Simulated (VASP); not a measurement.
Zn2Ga2O3, 7 atoms in the cell. The structure is tetragonal, space group I4/mmm (No. 139). The conventional cell has a = 5.767 Å, b = 5.767 Å, c = 6.953 Å, α = 90.00°, β = 90.00°, γ = 90.00°. Zn (site symmetry -4m2) is surrounded by 2 O at 1.74 Å. Ga (site symmetry 4mm) has 1 O at 2.02 Å as nearest neighbours. O (site symmetry mmm) is surrounded by 2 Zn at 1.74 Å. O (site symmetry 4/mmm) is surrounded by 2 Ga at 2.02 Å. The cell was built by a generator and needn't be a form met in nature.

- Program: VASP 6.6.1
- Task: relaxation of cell and atoms
- Functional: PBE
- Potentials or basis: VASP PAW PBE potentials, release 64 (Zn, Ga_d, O)
- Cutoff: 520 eV
- k mesh: 4 × 4 × 4
- Occupations: gaussian, width 0.15 eV
- Spin: no spin polarisation
- Further INCAR settings: PREC = Normal; ALGO = Fast; EDIFF = 0.0001; IBRION = 2; EDIFFG = -0.08; NSW = 24; ISIF = 3

Potentials or basis: VASP PAW PBE potentials, release 64 (Zn, Ga_d, O).

The run is started by

```bash
$ cat potpaw_PBE.64/Zn/POTCAR potpaw_PBE.64/Ga_d/POTCAR potpaw_PBE.64/O/POTCAR > POTCAR
$ mpirun -np 1 vasp_std > vasp.out
```

Hardware: 1 thread of Intel(R) Xeon(R) Platinum 8559C (Emerald Rapids), with other jobs on the host.

Task: Estimate the wall time of this run.

Result: Wall time 2.9 min on 1 thread of Intel(R) Xeon(R) Platinum 8559C (Emerald Rapids), on a shared host, peak memory 0.21 GiB. Counts: scf iterations 93, k points 13, ion steps 14.
